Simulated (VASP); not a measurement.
A VASP calculation is set up with these files.

POSCAR:
```
Ca
1
    0.0000000000     2.7900000000     2.7900000000
    2.7900000000     0.0000000000     2.7900000000
    2.7900000000     2.7900000000     0.0000000000
Ca
1
Direct
  0.0000000000   0.0000000000   0.0000000000
```

INCAR:
```
# general
SYSTEM  = Ca
PREC    = Accurate
ENCUT   = 480
LREAL   = .False.
LASPH   = .True.

# electronic loop
EDIFF   = 1E-6
NELM    = 100
ALGO    = Normal
LMIXTAU = .True.

# smearing
ISMEAR  = 1
SIGMA   = 0.1

# functional
METAGGA = R2SCAN

# ions
IBRION  = 2
NSW     = 60
ISIF    = 3
EDIFFG  = -0.01

# output
LWAVE   = .False.
LCHARG  = .False.
```

KPOINTS:
```
Regular mesh
0
Gamma
 10 10 10
0 0 0
```

POTCAR, in this order: Ca_sv (PBE.64 set). Program: vasp_std.

**Question.** Write an equivalent input for Ansatz.

**Answer.** One equivalent input (not run):
Ansatz 0.2 input:
```yaml
crystal:
  lattice:
    - [0.0000000, 2.7900000, 2.7900000]
    - [2.7900000, 0.0000000, 2.7900000]
    - [2.7900000, 2.7900000, 0.0000000]
  atoms:
    - { symbol: Ca, position: [0.0000000, 0.0000000, 0.0000000] }
kpoints:
  mp_grid: { grid: [10, 10, 10] }
hamiltonian:
  xc: r2scan
  pseudopotentials: { kind: paw }
scf:
  occupations: { method: methfessel_paxton, width: 0.1 }
  max_iter: 100
relax:
  max_steps: 60
  f_tol: 0.01
  cell: {}
output: { forces: true, stress: true, eigenvalues: true }
```
What does not carry over: each code has its own PAW files, so the cut-off isn't converted (ENCUT is set for VASP's; basis.ecutwfc is left out, and Ansatz then takes the one that its files recommend); Ansatz stops its SCF on the density residual and VASP on the energy change (EDIFF).

The compound is Ca in the fcc structure. This run relaxes it. Symmetry was kept, so distortions that lower it aren't found.
